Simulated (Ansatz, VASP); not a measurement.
# Hf2NO2 in two plane-wave programs

Wanted: the spread between two codes on one cell, functional and k mesh. The structure shown is the start of the Ansatz relaxation below; VASP solves that cell, so the two are compared at the walk's first step.

Main program and level: Ansatz 0.2.0; plane waves, with VASP 6.6.1 beside it; single point at PBEsol.

## 1. The starting structure

The cell holds 5 atoms: 1 N, 2 Hf and 2 O. Cell: a = 3.194 Å, b = 3.194 Å, c = 32.600 Å, α = 90.0°, β = 90.0°, γ = 120.0°. Vacuum lies along c.

Coordinates:

```
N Hf O
1.0
     3.19448    0.00000    0.00000
    -1.59724    2.76650    0.00000
     0.00000    0.00000   32.60000
N Hf O
1 2 2
Direct
  0.00000 0.00000 0.30675
  0.33333 0.66667 0.34739
  0.66667 0.33333 0.26611
  0.66667 0.33333 0.37752
  0.33333 0.66667 0.23598
```

## 2. Ansatz: relaxation, PBEsol

Ansatz runs on its default PAW (the set named soft_2) files.

The two programs are compared at the cell with which this relaxation starts, whose forces are those of its first step.

input.yaml reads:

```yaml
crystal:
  lattice:
    - [3.1944776251, 0.0, 0.0]
    - [-1.5972388125, 2.7664987752, 0.0]
    - [0.0, 0.0, 32.6]
  atoms:
    - { symbol: "N", position: [0.0, 0.0, 0.3067484663] }
    - { symbol: Hf, position: [0.3333333333, 0.6666666667, 0.3473913474] }
    - { symbol: Hf, position: [0.6666666667, 0.3333333333, 0.2661055851] }
    - { symbol: O, position: [0.6666666667, 0.3333333333, 0.3775152543] }
    - { symbol: O, position: [0.3333333333, 0.6666666667, 0.2359816783] }
  periodic: [true, true, false]
kpoints:
  mp_grid: { grid: [12, 12, 1] }
hamiltonian:
  xc: pbesol
scf:
  occupations: { method: methfessel_paxton, width: 0.15 }
output:
  forces: true
  stress: true
  eigenvalues: true
  write_density: true
  write_potential: true
  elf: true
  volumetric_format: npy
relax:
  adjacent_minimum: "off"
  f_tol: 0.001
  max_steps: 60
  cell: { stress_2d_tol: 0.002 }
```

Started as:

```
$ ansatz run input.yaml --threads 8 --pin off --max-ram 14336MiB --backend cpu --events-out ev --progress --plain --runs-dir out
```

Numbers of over 12 decimals in the logs are rounded to 6 here.

The log of the run:

```text
Engine: ansatz 0.2.0, aarch64-unknown-linux-gnu
Pseudopotentials: kind: paw
Pseudopotential: N, paw, valence charge 5, recommended cutoff 420 eV (normal), N.paw.azcp
Pseudopotential: Hf, paw, valence charge 26, recommended cutoff 420 eV (normal), Hf.paw.azcp
Pseudopotential: O, paw, valence charge 6, recommended cutoff 420 eV (normal), O.paw.azcp
Functional definition: PBEsol
  exchange = pbesol_x
  correlation = pbesol_c
Crystal: 5 atoms, lattice volume = 288.103 Å³
Basis set: ecut = 420 eV, 5737 PW (Γ), exchange–correlation on 48×48×450 points (8 copies of the dense FFT grid, shifted against one another)
Bands: 42, of which v1, the nominal top of the filled ones, is band 35 counted from 1 (34 counted from 0)
Symmetry: 12 space group operations
Space group: P-3m1 (ITA 164), of the structure as read, at distance tolerance 6.6e-5 Å
k-points: 19 of 144
Non-local potential: N, projectors of the file, l = 0: 2, l = 1: 2, l = 2: 1
Non-local potential: Hf, projectors of the file, l = 0: 3, l = 1: 2, l = 2: 2, l = 3: 3
Non-local potential: O, projectors of the file, l = 0: 2, l = 1: 2, l = 2: 1
PAW form: soft (Blöchl's): semilocal exchange-correlation on the pseudo side does not see the compensation charge
PAW frozen core: N, regenerated for the run's functional, and the local potential with it (the file was generated under x = pbe(κ = 0.804, μ = 0.219515), c = pbe(β = 0.066725))
PAW frozen core: Hf, regenerated for the run's functional, and the local potential with it (the file was generated under x = pbe(κ = 0.804, μ = 0.219515), c = pbe(β = 0.066725))
PAW frozen core: O, regenerated for the run's functional, and the local potential with it (the file was generated under x = pbe(κ = 0.804, μ = 0.219515), c = pbe(β = 0.066725))
PAW one-centre angular grid: N, 110 points (default); XC on 64 Gauss nodes
PAW one-centre angular grid: Hf, 590 points (default); XC on 64 Gauss nodes
PAW one-centre angular grid: O, 110 points (default); XC on 64 Gauss nodes
Initial density: superposition of atomic densities (neutral atoms: chi_scale 0, normalization atom), corrected by the library's trained network
Initial wavefunctions: pseudopotential atomic-orbital guess
Functional: x = pbesol(κ = 0.804, μ = 0.123457), c = pbesol(β = 0.046)
SCF iter   1: F=—  HF=-32704.299542 eV  |F-HF|=—  |Δ(HF+E_count)|=         —  Δρ=7.45e-3  dr2=1.78e-1  ethr=1.77e-3  ⟨swp⟩=12.0  Hψ=5253  notcnv=0
preconditioner: auto → LDOS  [metal: Δε(μ)=0.016 eV  Ē_g=17.906 eV  σ=0.150 eV  W_gap=0.09  n_scr=22 (ndim 8)  ℏωp=17.6 eV  f_vac=0.778  D(μ)=2.79/eV (n_scr^D=12)  β→1.0]
SCF iter   2: F=—  HF=-32704.267074 eV  |F-HF|=—  |Δ(HF+E_count)|=   3.25e-2  S|Δr|=    0.00e0  Δρ=3.21e-3  dr2=2.29e-2  ethr=2.59e-4  ⟨swp⟩=3.0  Hψ=1989  notcnv=0  defer=35
SCF iter   3: F=—  HF=-32704.265650 eV  |F-HF|=—  |Δ(HF+E_count)|=   1.42e-3  S|Δr|=    0.00e0  Δρ=9.59e-4  dr2=3.34e-3  ethr=3.31e-5  ⟨swp⟩=3.2  Hψ=1700  notcnv=0  defer=35
SCF iter   4: F=—  HF=-32704.265551 eV  |F-HF|=—  |Δ(HF+E_count)|=   9.95e-5  S|Δr|=    0.00e0  Δρ=4.45e-4  dr2=7.23e-4  ethr=4.84e-6  ⟨swp⟩=3.6  Hψ=1953  notcnv=0  defer=35
SCF iter   5: F=—  HF=-32704.265237 eV  |F-HF|=—  |Δ(HF+E_count)|=   3.13e-4  S|Δr|=    0.00e0  Δρ=1.05e-4  dr2=5.34e-5  ethr=1.05e-6  ⟨swp⟩=3.1  Hψ=1837  notcnv=0  defer=35
SCF iter   6: F=—  HF=-32704.265051 eV  |F-HF|=—  |Δ(HF+E_count)|=   1.86e-4  S|Δr|=    0.00e0  Δρ=3.02e-5  dr2=3.23e-6  ethr=7.73e-8  ⟨swp⟩=3.7  Hψ=1809  notcnv=0  defer=32
SCF iter   7: F=—  HF=-32704.265056 eV  |F-HF|=—  |Δ(HF+E_count)|=   4.19e-6  S|Δr|=    0.00e0  Δρ=8.06e-6  dr2=1.86e-7  ethr=4.68e-9  ⟨swp⟩=4.2  Hψ=2281  notcnv=0  defer=31
iter 8 did not close the SCF: its close was put off until two iterations running show no level that it waits for move by more than its bar (scf_convergence_deferred on its scf_iter line)
SCF iter   8: F=-32704.265057 eV  HF=-32704.265056 eV  |F-HF|=3.03e-8  |Δ(HF+E_count)|=   8.39e-7  S|Δr|=    0.00e0  Δρ=2.27e-6  dr2=1.51e-8  ethr=1.45e-10  ⟨swp⟩=29.9  Hψ=11266  notcnv=0
iter 9 did not close the SCF: its close was put off until two iterations running show no level that it waits for move by more than its bar (scf_convergence_deferred on its scf_iter line)
SCF iter   9: F=-32704.265057 eV  HF=-32704.265057 eV  |F-HF|=9.67e-9  |Δ(HF+E_count)|=   2.91e-8  S|Δr|=    0.00e0  Δρ=5.79e-7  dr2=6.09e-10  ethr=2.19e-11  ⟨swp⟩=13.2  Hψ=8243  notcnv=0
SCF iter  10: F=-32704.265057 eV  HF=-32704.265057 eV  |F-HF|=1.45e-9  |Δ(HF+E_count)|=   8.63e-9  S|Δr|=    0.00e0  Δρ=1.59e-7  dr2=3.59e-11  ethr=1.00e-12  ⟨swp⟩=11.2  Hψ=7181  notcnv=0
SCF 1 converged in 10 iterations: F = -32704.265057 eV  dr2 = 3.59e-11
  greatest PAW one-centre occupation: 0.998 electrons in one spin orbital (limit 2), on the Hf atom at site 2 (counted from 0), in its partial waves of l = 3
[...]
SCF iter   2: F=—  HF=-32704.265040 eV  |F-HF|=—  |Δ(HF+E_count)|=   1.93e-4  S|Δr|=    0.00e0  Δρ=1.29e-6  dr2=5.21e-9  ethr=4.58e-12  ⟨swp⟩=7.7  Hψ=4474  notcnv=0
SCF iter   3: F=—  HF=-32704.265040 eV  |F-HF|=—  |Δ(HF+E_count)|=   6.35e-9  S|Δr|=    0.00e0  Δρ=4.69e-7  dr2=8.73e-10  ethr=4.58e-12  ⟨swp⟩=3.3  Hψ=1650  notcnv=0
SCF iter   4: F=—  HF=-32704.265040 eV  |F-HF|=—  |Δ(HF+E_count)|=  4.37e-11  S|Δr|=    0.00e0  Δρ=3.30e-7  dr2=4.74e-10  ethr=1.27e-12  ⟨swp⟩=2.2  Hψ=1417  notcnv=0
SCF iter   5: F=—  HF=-32704.265040 eV  |F-HF|=—  |Δ(HF+E_count)|=  8.00e-11  S|Δr|=    0.00e0  Δρ=1.85e-7  dr2=1.52e-10  ethr=6.87e-13 (applied; sched 1.00e-12)  ⟨swp⟩=2.4  Hψ=1252  notcnv=0
SCF iter   6: F=—  HF=-32704.265040 eV  |F-HF|=—  |Δ(HF+E_count)|=  9.82e-11  S|Δr|=    0.00e0  Δρ=3.06e-8  dr2=3.08e-12  ethr=2.20e-13 (applied; sched 1.00e-12)  ⟨swp⟩=3.4  Hψ=1875  notcnv=0
SCF iter   7: F=—  HF=-32704.265040 eV  |F-HF|=—  |Δ(HF+E_count)|=  1.09e-11  S|Δr|=    0.00e0  Δρ=1.99e-8  dr2=9.67e-13  ethr=4.47e-15 (applied; sched 1.00e-12)  ⟨swp⟩=3.9  Hψ=2453  notcnv=0
SCF iter   8: F=-32704.265040 eV  HF=-32704.265040 eV  |F-HF|=3.71e-10  |Δ(HF+E_count)|=  2.18e-11  S|Δr|=    0.00e0  Δρ=2.32e-9  dr2=9.67e-15  ethr=1.00e-12  ⟨swp⟩=10.1  Hψ=6093  notcnv=0
SCF 4 converged in 8 iterations: F = -32704.265040 eV  dr2 = 9.67e-15
relax step   4: F+E_penalty+E_count = -32704.26504048 eV  Δ(F+E_penalty+E_count) = +3.727e-5 eV  max|allowed force component| = 3.935e-4 eV/Å  Δτ_max = 0.0000 Å  P = +0.001 N/m  Ω = 288.081 Å³  fix = [c, alpha, beta]  reactions: c +0.000 N/m  stress off target by 1.27e-3 N/m on what of the cell is left free  SCF on the basis re-selected at this cell (its energy is not comparable with the rows above)  (8 SCF iters)
basis re-selected at this cell: Δ(F+E_penalty+E_count) = +3.727e-5 eV, ΔP = -0.000 N/m vs the last step (what re-selecting the basis moved, of the pressure what is left beyond the Pulay correction that the steps carried, after the strain that the cell walked since its last selection, with what the two solves' SCF thresholds leave and, on support functions, any second-order correction that the steps lacked; it is no m [...]
WARN: The output density's exchange-correlation potential varies sharply where the density is thin. Do not read a vacuum level from v_tot or v_xc, or from such a field of the output density. On a cell that repeats whose density bears no net charge and no dipole along the vacuum's axis use v_es (v_loc + v_h of the components); under efield.dipole_correction with no amplitude use v_es + v_field, which holds any externa [...]
SCF converged after 8 iterations
Stability not checked: this state was not tested for a lower state beside it, because cold or Methfessel-Paxton smearing, or corrected tetrahedra, fill the levels in a way that the test cannot read (fill_not_monotonic; see scf.lower_state_search)
Free energy (F): -32704.265040 eV
Harris-Foulkes:  -32704.265040 eV  (|F-HF|=3.71e-10)
Internal energy: -32704.257549 eV  (E = F + TS)
E sigma→0 (E₀):  -32704.263168 eV
Entropy (-TS):   -0.007492 eV (-1.498 meV/atom)
Fermi energy:    -4.615998 eV
--- Per-component energies (eV) ---
  E_band       = -1524.701160
  E_kinetic    = 1327.872415
  E_local      = -320424.140511  (includes V_loc(G=0)·N_el)
  E_nonlocal   = -2333.087997
  E_hartree    = 158975.572461
  E_xc         = -801.743395
  E_vxc        = -796.526027  (∫ρ·V_xc dr)
  E_paw        = -14041.507933  (= ΣΔE_a)
  E_vpaw       = 2750.031047  (= ΣTr[D̂ρ^β])
  E_aug_tail   = 0.004987  (compensation charges beyond the density's cutoff)
  E_ewald      = 144590.171566
  E_core_change = 2.600858  (= ΣΔE_core)
  E_smearing   = -0.007492  (= −TS)
  E_closure    = -0.000000  (closes the sum)
  Σ components = -32704.265040   (vs F -32704.265040, Δ=0.00e0)
--- Forces (eV/Å), atoms counted from 1 ---
  atom   1  N      0.00000000    -0.00000000     0.00000000
  atom   2  Hf     0.00000000    -0.00000000    -0.00039352
  atom   3  Hf     0.00000000     0.00000000     0.00039352
  atom   4  O      0.00000000    -0.00000000    -0.00007767
  atom   5  O     -0.00000000     0.00000000     0.00007767
  max |Σ_I F_I| component: 3.24e-17 eV/Å
--- 2D stress c σ (N/m, compression-positive) ---
        0.001269      -0.000000       0.000000
       -0.000000       0.001269       0.000000
        0.000000       0.000000       0.000000
  P = ½ c Tr σ = 0.0013 N/m
--- Band table (eV; the first three rows and the last of 19) ---
  k-point 0: bands = [... 31 lower, -8.4294, -7.9468, -7.9468, -3.9872, -3.9872, -3.8472, -2.1440, -2.0499, ... 3 higher]
  k-point 1: bands = [... 31 lower, -8.4291, -8.2423, -8.1180, -4.1562, -3.7450, -3.6909, -2.1306, -1.9899, ... 3 higher]
  k-point 2: bands = [... 31 lower, -9.3155, -8.4734, -8.0964, -4.6041, -3.3191, -3.1958, -1.9056, -1.7291, ... 3 higher]
  k-point 18: bands = [... 31 lower, -9.7499, -9.1050, -9.1050, -3.4978, -2.9064, -2.9064, -1.6242, -0.9975, ... 3 higher]
  ° read free of the cell's end (the report's vacuum.weakly_bound_levels)
--- Relaxed structure (3 steps of the walk, 3 accepted, 1 SCFs on fresh bases) ---
  F+E_penalty+E_count = -32704.26504048 eV   max|allowed force component| = 3.935e-4 eV/Å   (the final SCF, on the basis selected at the relaxed cell)
  cell:  # Å, volume = 288.0811 Å³
    - [3.194355, -2.886639233744036e-11, 0]
    - [-1.597178, 2.766393, 0]
    - [0, 0, 32.6]
  atoms:
    - { symbol: N, position: [0, 0, 0.306748] }
    - { symbol: Hf, position: [0.333333, 0.666667, 0.347389] }
    - { symbol: Hf, position: [0.666667, 0.333333, 0.266108] }
    - { symbol: O, position: [0.666667, 0.333333, 0.377525] }
    - { symbol: O, position: [0.333333, 0.666667, 0.235972] }
```

(Part 1 of 3 ends here.)

[Lines on the potential files, build, host, timing and source positions are cut from VASP's logs without a mark.]

[Logs are printed without paths, hosts, clocks, repeated set-up lines and the standing remarks that a program may print on its own settings, such as how far it seeks lower states.]

[Hosts, paths, dates, database ids (printed as entryN), source tags and the programs' standing remarks are cut or masked in the printed files.]
